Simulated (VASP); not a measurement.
These are rev-vdW-DF2, VASP's PBE PAW potentials (set 64) (plane waves; VASP) values and carry that method's errors. For the first row: Numerical set-up: 520 eV cut-off, 8×8×8 Γ-centred mesh, first-order Methfessel-Paxton smearing of 0.10 eV, potentials Mg Sn_d.

```tsv
system	energy (eV/atom)
Mg$_{2}$Sn (antifluorite)	-0.7239
Mg (hcp)	-0.2462
Sn (beta)	-0.9929
```

The references are the elements' solids at the same level; no temperature or zero-point terms are added.

Task: What is the formation energy per atom of Mg$_{2}$Sn?

Result: The references average (2×(-0.2462) + 1×(-0.9929))/3 = -0.4951 eV, so the formation energy is -0.7239 − (-0.4951) = -0.229 eV/atom.
